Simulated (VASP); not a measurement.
Here is the system:

```yaml
crystal:
  lattice:
    - [2.85732, 0.00000, 0.00000]
    - [0.00000, 2.85732, 0.00000]
    - [0.00000, 0.00000, 2.85732]
  atoms:
    - { symbol: Cr, position: [0.00000, 0.00000, 0.00000], spin: 1.0 }
    - { symbol: Cr, position: [0.50000, 0.50000, 0.50000], spin: -1.0 }
```

These are PBE GGA, VASP's PBE PAW potentials (set 64) (plane waves; VASP 6.6.1) values and carry that method's errors. Settings: 480 eV cut-off, 12×12×12 Γ-centred mesh, first-order Methfessel-Paxton smearing of 0.10 eV, potentials Cr_pv.

Problem. Give the stress tensor in GPa (positive for a compressed cell).

Solution. 
```
1.25  0.00  0.00
0.00  1.25  0.00
0.00  0.00  1.25
```
The pressure is its mean diagonal, 1.25 GPa.

The compound is Cr in the bcc, AFM order structure. It was relaxed first.
